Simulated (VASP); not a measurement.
Write the native input for VASP 6.6.1 that does the following.

| Property | Result |
| --- | --- |
| Task | band structure |
| Functional | PBEsol |
| Potentials or basis | VASP PAW PBE potentials, release 64 (Ga_d, Al, Sb) |
| Cutoff | 520 eV |
| k mesh | 3 × 3 × 2 |
| Occupations | gaussian, width 0.02 eV |
| Spin | no spin polarisation |
| Further INCAR settings | ALGO = Normal; EDIFF = 1e-06 |

The structure of Al3GaSb4 lies in POSCAR:

```
Al3GaSb4                                
1.0
   -0.0000000000     -3.1279524466     -3.1279524466
    3.0342850382      6.1803720006     -3.0524195641
    6.0597872450     -3.0746686748      3.0746686749
  Ga              Al              Sb            
     1     3     4
Direct
     0.7499707872505907    0.4999415745011780    0.2507451487993249
     0.5002225291177763    0.0004450582355553    0.5003945839467007
     0.2501683118123075    0.5003366236246150    0.7508699042094333
     0.0004277481242389    0.0008554962484832    0.0014947536410079
     0.8120820105297906    0.6241640210595750    0.9379378939256298
     0.5630724513935926    0.1261449027871975    0.1867391546898523
     0.3121589776499239    0.6243179552998440    0.4353591741109342
     0.0618971841217793    0.1237943682435521    0.6864593866771171
```

The cell comes from a database or a generator and needn't be the stable form of this composition.

One way to write it, as run:

INCAR

```
PREC = Accurate ; ENCUT = 520
EDIFF = 1E-6 ; ISMEAR = 0
SIGMA = 0.02 ; LREAL = F
LASPH = T ; NELM = 100
ALGO = Normal ; ISIF = 2
LWAVE = F ; LCHARG = F
GGA = PS ; KPAR = 2
```

KPOINTS

```
Automatic mesh
0
Gamma
  3 3 2
```

KPOINTS_OPT

```
path GYFLI,I1ZF1,YX1,XGN,MG
20
line-mode
reciprocal
 0.0000000000  0.0000000000  0.0000000000  G
 0.0000000000 -0.5000000000  1.0000000000  Y

 0.0000000000 -0.5000000000  1.0000000000  Y
 0.0000000000  0.2031250032  1.2812500004  F

 0.0000000000  0.2031250032  1.2812500004  F
 0.0000000000 -0.5000000000  0.5000000000  L

 0.0000000000 -0.5000000000  0.5000000000  L
 0.4687499998 -0.7343749999  0.5000000000  I

 0.5312500002 -0.2656250001 -0.5000000000  I1
 0.0000000000  0.0000000000 -0.5000000000  Z

 0.0000000000  0.0000000000 -0.5000000000  Z
 0.0000000000 -1.2031250032 -0.2812500004  F1

 0.0000000000 -0.5000000000  1.0000000000  Y
 0.3124999984 -0.6562499992  1.0000000000  X1

 0.6875000016 -0.3437500008  0.0000000000  X
 0.0000000000  0.0000000000  0.0000000000  G

 0.0000000000  0.0000000000  0.0000000000  G
 0.5000000000 -0.5000000000  0.5000000000  N

 0.5000000000 -0.5000000000  0.0000000000  M
 0.0000000000  0.0000000000  0.0000000000  G
```

Potentials or basis: VASP PAW PBE potentials, release 64 (Ga_d, Al, Sb).

The run is started by

```console
$ cat potpaw_PBE.64/Ga_d/POTCAR potpaw_PBE.64/Al/POTCAR potpaw_PBE.64/Sb/POTCAR > POTCAR
$ mpirun -np 2 vasp_std > vasp.out
```

It gave:

- Pressure: 0.0 GPa
- Largest force: 0.008 eV/Å
- Band gap on the k mesh: 0.61 eV, direct
- Band gap along the path: 0.57 eV, indirect (least direct gap 0.61 eV)

Caveat: the k mesh is coarse (spacing up to 0.50 Å⁻¹), so the values aren't converged; the PAW data sets were made with another functional, which shifts forces and pressure a little; spin-orbit coupling is left out, which moves the levels of the heavy elements.

It took 5.1 min on 2 MPI ranks on Intel(R) Xeon(R) Platinum 8488C (Sapphire Rapids) (shared host), peak memory 0.37 GiB a rank.
